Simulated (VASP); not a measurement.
Input:

```
CELL_PARAMETERS angstrom
      1.59500    -2.76262     0.00000
      1.59500     2.76262     0.00000
      0.00000     0.00000     5.05000
ATOMIC_POSITIONS crystal
  Hf 0.33333 0.66667 0.25000
  Hf 0.66667 0.33333 0.75000
```

Computed with AM05 GGA, VASP's PBE PAW potentials (set 64) (plane waves; VASP). Settings: 520 eV cut-off, 12×12×7 Γ-centred mesh, first-order Methfessel-Paxton smearing of 0.10 eV, potentials Hf_pv.

Energy and stress use the plane-wave basis of the starting cell.

**Question.** The ions, cell shape and volume are relaxed. Which structure does the run end with?

**Answer.** 
```
CELL_PARAMETERS angstrom
      1.57871    -2.73441     0.00000
      1.57871     2.73441     0.00000
      0.00000     0.00000     4.99343
ATOMIC_POSITIONS crystal
  Hf 0.33333 0.66667 0.25000
  Hf 0.66667 0.33333 0.75000
```
Space group P6_3/mmc (194), at a tolerance of 0.03 Å.

**Question.** How do energy and volume change from the first to the last step?

**Answer.** The energy (σ→0) changes by -7.5 meV/atom and the volume by -3.1 %, in 4 ionic steps.

| step | E(σ→0) (eV) | max force (eV/Å) | pressure (GPa) | volume (Å³) |
|---|---|---|---|---|
| 1 | -20.5268 | 0.000 | -3.42 | 44.50 |
| 2 | -20.5188 | 0.000 | 4.65 | 41.51 |
| 3 | -20.5417 | 0.000 | -0.03 | 43.14 |
| 4 | -20.5417 | 0.000 | 0.03 | 43.11 |

The compound is Hf in the hcp structure. This run relaxes it. Symmetry was kept, so distortions that lower it aren't found.
